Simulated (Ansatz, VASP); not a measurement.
# Ta2NO2: VASP beside Ansatz, part 2 of 2

One calculation is typed for both programs; each brings its own data sets. How far apart do they land? The structure shown is the start of the Ansatz relaxation below; VASP solves that cell, so the two are compared at the walk's first step.

VASP 6.6.1 and Ansatz 0.2.0.

So far. Step 4 (Side by side): The forces differ by 24 meV/Å r.m.s., which is 3.0 % of the r.m.s. force of 0.779 eV/Å (both taken over all components). With vacuum in the cell, a pressure given here is an average over mostly empty space and none of the material.

### 5. Ansatz: relaxation, PBEsol

Level of this step: Ansatz beside VASP: Kohn-Sham DFT, plane waves, PBEsol (Ansatz).

The two programs are compared at the cell with which this relaxation starts, whose forces are those of its first step.

The structure compared here is the start of the Ansatz relaxation; VASP solves that cell, so the two are compared at the walk's first step.

File input.yaml:

```yaml
crystal:
  lattice:
    - [3.1015315813, 0.0, 0.0]
    - [-1.5507657906, 2.68600514, 0.0]
    - [0.0, 0.0, 32.6]
  atoms:
    - { symbol: "N", position: [0.0, 0.0, 0.3067484663] }
    - { symbol: Ta, position: [0.3333333333, 0.6666666667, 0.3430848108] }
    - { symbol: Ta, position: [0.6666666667, 0.3333333333, 0.2704121217] }
    - { symbol: O, position: [0.6666666667, 0.3333333333, 0.3761714241] }
    - { symbol: O, position: [0.3333333333, 0.6666666667, 0.2373255084] }
  periodic: [true, true, false]
kpoints:
  mp_grid: { grid: [15, 15, 1] }
hamiltonian:
  xc: pbesol
scf:
  occupations: { method: gaussian, width: 0.1 }
output:
  forces: true
  stress: true
  eigenvalues: true
  write_density: true
  write_potential: true
  elf: true
  volumetric_format: npy
relax:
  adjacent_minimum: "off"
  f_tol: 0.005
  max_steps: 80
  cell: { stress_2d_tol: 0.02 }
```

Launch:

```
> ansatz run input.yaml --threads 8 --pin off --max-ram 14336MiB --backend cpu --events-out ev --progress --plain --runs-dir out
```

Numbers of over 12 decimals in the logs are rounded to 6 here.

The program printed:

```text
[...]
Crystal: 5 atoms, lattice volume = 271.582 Å³
Basis set: ecut = 420 eV, 5281 PW (Γ), exchange–correlation on 48×48×450 points (8 copies of the dense FFT grid, shifted against one another)
Bands: 27, of which v1, the nominal top of the filled ones, is band 22 counted from 1 (21 counted from 0)
Symmetry: 12 space group operations
[...]
k-points: 27 of 225
[...]
cell:  # Å, volume = 271.7085 Å³
    - [3.102255, -2.8874130059724346e-11, 0.0]
    - [-1.551128, 2.686632, 0.0]
    - [0.0, 0.0, 32.6]
  atoms:
    - { symbol: N, position: [0, 0, 0.306748] }
    - { symbol: Ta, position: [0.333333, 0.666667, 0.343053] }
    - { symbol: Ta, position: [0.666667, 0.333333, 0.270444] }
    - { symbol: O, position: [0.666667, 0.333333, 0.376125] }
    - { symbol: O, position: [0.333333, 0.666667, 0.237372] }
[key lines of the parts left out:]
SCF converged after 6 iterations
Free energy (F): -21117.704622 eV
Fermi energy:    -5.310413 eV
P = ½ c Tr σ = 0.0063 N/m
```

### 6. VASP: single point, PBEsol, start cell, pair 2

The same cell, functional, mesh and smearing now go to VASP, with its own data sets.

File INCAR:

```
SYSTEM = Ta2NO2
PREC = Accurate
ENCUT = 520
EDIFF = 1E-06
NELM = 120
ISMEAR = 0
SIGMA = 0.1
LREAL = .FALSE.
ALGO = Normal
GGA = PS
NBANDS = 25
LASPH = .TRUE.
LORBIT = 11
LWAVE = .FALSE.
LCHARG = .FALSE.
ISIF = 2
LDIPOL = .TRUE.
IDIPOL = 3
DIPOL = 0.5 0.5 0.307
LVHAR = .TRUE.
GGA_COMPAT = .FALSE.
NELMDL = -8
KPAR = 2
```

File POSCAR:

```
Ta2NO2
1.0
    3.1015320000      0.0000000000      0.0000000000
   -1.5507660000      2.6860050000      0.0000000000
    0.0000000000      0.0000000000     32.6000000000
N Ta O
1 2 2
Direct
    0.0000000000      0.0000000000      0.3067484663
    0.3333333333      0.6666666667      0.3430848160
    0.6666666667      0.3333333333      0.2704121166
    0.6666666667      0.3333333333      0.3761714110
    0.3333333333      0.6666666667      0.2373255215
```

File KPOINTS:

```
Automatic mesh
0
Gamma
15 15 1
0 0 0
```

Potentials, in the order of the species: N, Ta_pv and O (PBE family, release 64).

Launch:

```
> mpirun -np 2 vasp_std
```

The program printed:

```text
[banner, memory and clock lines left out]
running    2 mpi-ranks, on    1 nodes
[...]
[... a notice as in an earlier step ...]

 LDA part: xc-table for (Slater+PW92), standard interpolation
 POSCAR, INCAR and KPOINTS ok, starting setup
[...]
entering main loop
       N       E                     dE             d eps       ncg     rms          rms(c)
DAV:   1     0.351346027386E+03    0.35135E+03   -0.19454E+04  1630   0.123E+03
DAV:   2    -0.190348325126E+02   -0.37038E+03   -0.36539E+03  1806   0.314E+02
DAV:   3    -0.599914523586E+02   -0.40957E+02   -0.40654E+02  1699   0.106E+02
DAV:   4    -0.609732233425E+02   -0.98177E+00   -0.97778E+00  1825   0.180E+01
[...]
DAV:  24    -0.536977577500E+02   -0.39467E-05   -0.44337E-07   839   0.285E-03    0.689E-04
DAV:  25    -0.536977591443E+02   -0.13944E-05   -0.87673E-08   734   0.173E-03    0.337E-04
DAV:  26    -0.536977599790E+02   -0.83469E-06   -0.61248E-08   731   0.102E-03
   1 F= -.53697760E+02 E0= -.53695282E+02  d E =-.495521E-02
```

OUTCAR, selected parts (step 6):

```text
  Total        0.4038009      0.4038007      0.1517556      0.0000000      0.0000000      0.0000000
  in kB        2.3821941      2.3821933      0.8952711      0.0000000      0.0000000      0.0000000
  external PRESSURE =       1.8865528 kB  Pullay stress =       0.0000000 kB

 POSITION                                       TOTAL-FORCE (eV/Angst)
 -----------------------------------------------------------------------------------
      0.00000      0.00000     10.00000        -0.000000     -0.000000     -0.000000
     -0.00000      1.79067     11.18457         0.000000      0.000000     -0.011140
      1.55077      0.89533      8.81544        -0.000000      0.000000      0.011140
      1.55077      0.89533     12.26319         0.000000      0.000000      0.055434
     -0.00000      1.79067      7.73681         0.000000      0.000000     -0.055434
 -----------------------------------------------------------------------------------
    total drift:                               -0.000000      0.000000      0.000081

  FREE ENERGIE OF THE ION-ELECTRON SYSTEM (eV)
  ---------------------------------------------------
  free  energy   TOTEN  =       -53.6977599790 eV

  energy  without entropy=      -53.6928047734  energy(sigma->0) =      -53.69528238

[... 3 further parts left out ...]
[key lines of the parts left out:]
E-fermi :  -2.8436
```

The run ends at a pressure of 0.19 GPa, with forces up to 0.055 eV/Å.

### 7. Differences

What differs besides the data sets and the points named for the pairs above, as far as they apply: the data sets hold 43 valence electrons in Ansatz (on its default PAW (the set named soft_2) files) and 39 in VASP; the cutoff is 420 eV in Ansatz and 520 eV in VASP. Total energies have different zeros and are not compared.

Forces (eV/Å; atoms numbered as in POSCAR):

```
atom        Ansatz x, y, z          VASP x, y, z
  N1   0.000, 0.000, 0.000   0.000, 0.000, 0.000
 Ta2  0.000, 0.000, -0.021  0.000, 0.000, -0.011
 Ta3   0.000, 0.000, 0.021   0.000, 0.000, 0.011
  O4  0.000, 0.000, -0.004   0.000, 0.000, 0.055
  O5   0.000, 0.000, 0.004  0.000, 0.000, -0.055
```

The forces differ by 22 meV/Å r.m.s., which is 105.8 % of the r.m.s. force of 0.021 eV/Å (both taken over all components). With vacuum in the cell, a pressure given here is an average over mostly empty space and none of the material.

### 8. Ansatz: relaxation, PBEsol

The two programs are compared at the cell with which this relaxation starts, whose forces are those of its first step. This pair takes another cell of the material, with 10 atoms against 5 for the pair before.

The structure compared here is the start of the Ansatz relaxation; VASP solves that cell, so the two are compared at the walk's first step.

File input.yaml:

```yaml
crystal:
  lattice:
    - [3.1019748692, 0.0, 0.0]
    - [0.0, 5.3727780773, 0.0]
    - [0.0, 0.0, 32.6]
  atoms:
    - { symbol: "N", position: [0.5, 0.5, 0.3067484663] }
    - { symbol: "N", position: [0.0, 0.0, 0.3067484663] }
    - { symbol: Ta, position: [0.0, 0.3217040634, 0.3434758192] }
    - { symbol: Ta, position: [0.5, 0.8449626033, 0.3426238309] }
    - { symbol: Ta, position: [0.5, 0.1550373967, 0.2708731017] }
    - { symbol: Ta, position: [1.0, 0.6782959366, 0.2700211133] }
    - { symbol: O, position: [0.5, 0.1708908014, 0.3784988691] }
    - { symbol: O, position: [1.0, 0.6624425319, 0.3737925352] }
    - { symbol: O, position: [0.0, 0.3375574681, 0.2397043974] }
    - { symbol: O, position: [0.5, 0.8291091986, 0.2349980635] }
  periodic: [true, true, false]
kpoints:
  mp_grid: { grid: [12, 8, 1] }
hamiltonian:
  xc: pbesol
scf:
  occupations: { method: methfessel_paxton, width: 0.15 }
output:
  forces: true
  stress: true
  eigenvalues: true
relax:
  adjacent_minimum: "off"
  f_tol: 0.002
  max_steps: 120
  cell: { stress_2d_tol: 0.005 }
```

Launch:

```
> ansatz run input.yaml --threads 8 --pin off --max-ram 14336MiB --backend cpu --events-out ev --progress --plain --runs-dir out
```

The program printed:

```text
[...]
Crystal: 10 atoms, lattice volume = 543.319 Å³
Basis set: ecut = 420 eV, 10647 PW (Γ), exchange–correlation on 48×72×450 points (8 copies of the dense FFT grid, shifted against one another)
Bands: 53, of which v1, the nominal top of the filled ones, is band 43 counted from 1 (42 counted from 0)
Symmetry: 4 space group operations
[...]
k-points: 35 of 96
[...]
- { symbol: Ta, position: [0, 0.321227, 0.343344] }
    - { symbol: Ta, position: [0.500000, 0.846015, 0.343012] }
    - { symbol: Ta, position: [0.500000, 0.153985, 0.270485] }
    - { symbol: Ta, position: [1.000000, 0.678773, 0.270153] }
    - { symbol: O, position: [0.500000, 0.170728, 0.378302] }
    - { symbol: O, position: [1.000000, 0.662680, 0.373422] }
    - { symbol: O, position: [0, 0.337320, 0.240075] }
    - { symbol: O, position: [0.500000, 0.829272, 0.235195] }
[key lines of the parts left out:]
SCF converged after 7 iterations
Free energy (F): -42235.441896 eV
Fermi energy:    -5.132710 eV
P = ½ c Tr σ = 0.0012 N/m
```

### 9. VASP: single point, PBEsol, start cell, pair 3

The same cell, functional, mesh and smearing now go to VASP, with its own data sets.

Changes to INCAR since step 6:

```diff
@@ -5,4 +5,4 @@
 NELM = 120
-ISMEAR = 0
-SIGMA = 0.1
+ISMEAR = 1
+SIGMA = 0.15
 LREAL = .FALSE.
@@ -10,3 +10,3 @@
 GGA = PS
-NBANDS = 25
+NBANDS = 49
 LASPH = .TRUE.
```

File POSCAR:

```
Ta2NO2
1.0
    3.1019750000      0.0000000000      0.0000000000
    0.0000000000      5.3727780000      0.0000000000
    0.0000000000      0.0000000000     32.6000000000
N Ta O
2 4 4
Direct
    0.4999998388      0.5000000000      0.3067484663
    0.0000000000      0.0000000000      0.3067484663
    0.0000000000      0.3217041538      0.3434758282
    0.4999998388      0.8449626990      0.3426238344
    0.4999998388      0.1550374871      0.2708730982
    0.0000000000      0.6782960323      0.2700211043
    0.4999998388      0.1708907385      0.3784988650
    0.0000000000      0.6624425949      0.3737925460
    0.0000000000      0.3375574051      0.2397043865
    0.4999998388      0.8291092615      0.2349980675
```

File KPOINTS:

```
Automatic mesh
0
Gamma
12 8 1
0 0 0
```

Launch:

```
> mpirun -np 2 vasp_std
```

The program printed:

```text
[banner, memory and clock lines left out]
running    2 mpi-ranks, on    1 nodes
[...]
[... a notice as in an earlier step ...]

 LDA part: xc-table for (Slater+PW92), standard interpolation
 POSCAR, INCAR and KPOINTS ok, starting setup
[...]
entering main loop
       N       E                     dE             d eps       ncg     rms          rms(c)
DAV:   1     0.730440272844E+03    0.73044E+03   -0.38857E+04  4262   0.129E+03
DAV:   2    -0.276713066272E+02   -0.75811E+03   -0.74106E+03  4697   0.327E+02
DAV:   3    -0.118417728320E+03   -0.90746E+02   -0.89472E+02  4055   0.113E+02
DAV:   4    -0.121797584436E+03   -0.33799E+01   -0.33489E+01  4508   0.230E+01
[...]
DAV:  27    -0.107420377096E+03   -0.42146E-05   -0.22520E-07  2328   0.101E-03    0.374E-04
DAV:  28    -0.107420378303E+03   -0.12071E-05   -0.54148E-08  2178   0.676E-04    0.136E-04
DAV:  29    -0.107420379208E+03   -0.90584E-06   -0.53093E-08  2092   0.720E-04
   1 F= -.10742038E+03 E0= -.10741903E+03  d E =-.405166E-02
```

From OUTCAR (step 9):

```text
  Total        1.5257531      0.4810514      0.3307830      0.0000000     -0.3314525      0.0000000
  in kB        4.4992492      1.4185586      0.9754363      0.0000000     -0.9774108      0.0000000
  external PRESSURE =       2.2977480 kB  Pullay stress =       0.0000000 kB

 POSITION                                       TOTAL-FORCE (eV/Angst)
 -----------------------------------------------------------------------------------
      1.55099      2.68639     10.00000         0.000000      0.000000      0.000000
      0.00000      0.00000     10.00000         0.000000      0.000000      0.000000
      0.00000      1.72845     11.19731         0.000000      0.002582      0.202747
      1.55099      4.53980     11.16954         0.000000     -0.017369      0.462346
      1.55099      0.83298      8.83046         0.000000      0.017369     -0.462346
      0.00000      3.64433      8.80269         0.000000     -0.002582     -0.202747
      1.55099      0.91816     12.33906         0.000000     -0.066097     -0.107229
      0.00000      3.55916     12.18564         0.000000      0.002050     -0.134377
      0.00000      1.81362      7.81436         0.000000     -0.002050      0.134377
      1.55099      4.45462      7.66094         0.000000      0.066097      0.107229
 -----------------------------------------------------------------------------------
    total drift:                                0.001596     -0.000287      0.000063

  FREE ENERGIE OF THE ION-ELECTRON SYSTEM (eV)
  ---------------------------------------------------
  free  energy   TOTEN  =      -107.4203792084 eV

  energy  without entropy=     -107.4163275491  energy(sigma->0) =     -107.41902866

[... 3 further parts left out ...]
[key lines of the parts left out:]
E-fermi :  -2.7607
```

The run ends at a pressure of 0.23 GPa, with forces up to 0.46 eV/Å.

### 10. Side by side

What differs besides the data sets and the points named for the pairs above, as far as they apply: the data sets hold 86 valence electrons in Ansatz (on its default PAW (the set named soft_2) files) and 78 in VASP. Total energies have different zeros and are not compared.

Forces (eV/Å; atoms numbered as in POSCAR):

```
atom         Ansatz x, y, z           VASP x, y, z
  N1    0.000, 0.000, 0.000    0.000, 0.000, 0.000
  N2    0.000, 0.000, 0.000    0.000, 0.000, 0.000
 Ta3   0.000, -0.002, 0.199    0.000, 0.003, 0.203
 Ta4   0.000, -0.014, 0.445   0.000, -0.017, 0.462
 Ta5   0.000, 0.014, -0.445   0.000, 0.017, -0.462
 Ta6   0.000, 0.002, -0.199  0.000, -0.003, -0.203
  O7  0.000, -0.065, -0.176  0.000, -0.066, -0.107
  O8   0.000, 0.002, -0.185   0.000, 0.002, -0.134
  O9   0.000, -0.002, 0.185   0.000, -0.002, 0.134
 O10    0.000, 0.065, 0.176    0.000, 0.066, 0.107
```

The forces differ by 23 meV/Å r.m.s., which is 16.3 % of the r.m.s. force of 0.139 eV/Å (both taken over all components). With vacuum in the cell, a pressure given here is an average over mostly empty space and none of the material.

### 11. Results

```json
{"r.m.s. force difference (single point, PBEsol, start cell, pair 1)": "3.0 % of the r.m.s. force", "r.m.s. force difference (single point, PBEsol, start cell, pair 2)": "22 meV/Å", "r.m.s. force difference (single point, PBEsol, start cell, pair 3)": "23 meV/Å"}
```

**Reading.** The r.m.s. force difference is 23 meV/Å (single point, PBEsol, start cell, pair 3), beyond the 12 meV/Å picked in this series as the mark of a large difference. The data sets hold unlike numbers of valence electrons (43 in Ansatz and 39 in VASP and 86 in Ansatz and 78 in VASP), so part of the differences comes from the potentials. What causes the difference of the single point, PBEsol, start cell, pair 1 pair stays open here. What causes the difference of the single point, PBEsol, start cell, pair 2 pair stays open here. What causes the difference of the single point, PBEsol, start cell, pair 3 pair stays open here. 5 further runs of this series are not shown here. Such differences can come from data sets, numerical settings and the points named under the comparisons, not from the functional's error against experiment.

[Lines on the potential files, build, host, timing and source positions are cut from VASP's logs without a mark.]

[Logs are printed without paths, hosts, clocks, repeated set-up lines and the standing remarks that a program may print on its own settings, such as how far it seeks lower states.]

[Hosts, paths, dates, database ids (printed as entryN), source tags and the programs' standing remarks are cut or masked in the printed files.]
